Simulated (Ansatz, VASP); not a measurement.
# Two plane-wave programs on Mg6CrNi

The input INCAR:

```
SYSTEM = Mg6CrNi
PREC = Accurate
ENCUT = 520
EDIFF = 1E-7
ISMEAR = -1
SIGMA = 0.05
LREAL = .FALSE.
LASPH = .TRUE.
NELM = 120
ALGO = Normal
ISIF = 2
LWAVE = .FALSE.
LCHARG = .FALSE.
ISPIN = 2
MAGMOM = 1 3 0 0 0 0 0 0
LORBIT = 11
LMAXMIX = 4
GGA = PE
NBANDS = 31
```

File KPOINTS:

```
Automatic mesh
0
G
  6 5 5
  0 0 0
```

The input POSCAR:

```
Mg6CrNi
1.0
    4.8226690000      0.0000000000      0.0000000000
    0.0000000000      3.0326855000      5.2348385000
    0.0000000000     -3.0326855000      5.2348385000
Ni Cr Mg
1 1 6
Direct
    0.4944140000      0.8276770000      0.8365940000
    0.4937490000      0.3356190000      0.3374620000
   -0.0008370000      0.1711690000      0.1747030000
    0.0016860000      0.6665380000      0.6724370000
    0.0020390000      0.6574720000      0.1669450000
    0.0024550000      0.1515830000      0.6685710000
    0.5072350000      0.8270330000      0.3317100000
    0.5070500000      0.3316400000      0.8414900000
```

File input.yaml:

```yaml
crystal:
  lattice:
    - [4.822669, 0.0, 0.0]
    - [0.0, 3.0326855, 5.2348385]
    - [0.0, -3.0326855, 5.2348385]
  atoms:
    - { symbol: Ni, position: [0.494414, 0.827677, 0.836594], spin: 1.0 }
    - { symbol: Cr, position: [0.493749, 0.335619, 0.337462], spin: 3.0 }
    - { symbol: Mg, position: [-0.000837, 0.171169, 0.174703] }
    - { symbol: Mg, position: [0.001686, 0.666538, 0.672437] }
    - { symbol: Mg, position: [0.002039, 0.657472, 0.166945] }
    - { symbol: Mg, position: [0.002455, 0.151583, 0.668571] }
    - { symbol: Mg, position: [0.507235, 0.827033, 0.33171] }
    - { symbol: Mg, position: [0.50705, 0.33164, 0.84149] }
hamiltonian:
  xc: pbe
  pseudopotentials: { kind: paw }
magnetization:
  spin_polarized: true
kpoints:
  mp_grid: { grid: [6, 5, 5] }
scf:
  occupations: { method: fermi_dirac, width: 0.05 }
output:
  forces: true
  stress: true
  eigenvalues: true
```

Change from the starting cell: atoms moved at random, drawn with an rms of 0.05 Å.

Alike in both runs: task single point; functional PBE; k mesh 6 × 5 × 5; occupations fermi-dirac, width 0.05 eV; collinear spin, ferromagnetic start.

|  | VASP | Ansatz |
| --- | --- | --- |
| version | VASP 6.6.1 | Ansatz 0.2.0 |
| potentials or method | VASP PAW PBE potentials, release 64 (Ni, Cr_pv, Mg) | Ansatz PAW |
| plane-wave cutoff (eV) | 520 | 420 |
| valence electrons in the cell | 34 | 92 |

```csv
,VASP,Ansatz,Ansatz less VASP
gap on the k mesh at the Fermi level (eV),none,none,-
pressure (GPa),0.1,0.2,+0.04
largest component of the traceless stress (GPa),0.21,0.22,+0.012
rms of the force components (eV/Å),0.129,0.130,+0.0010
net moment per atom (μB),0.48,0.48,-0.001
size of the moment on the site where the two differ most (μB),3.60,3.64,+0.036
```

Site moments also hang on the region over which each program counts them. Atom by atom the forces differ by 0.002 eV/Å (rms over components). A gap of «none» marks a metal or a gap that the smearing closes. The functional is the same, so the differences come from potentials, cutoffs and numerics. The two sets of potentials don't hold the same shells in valence.
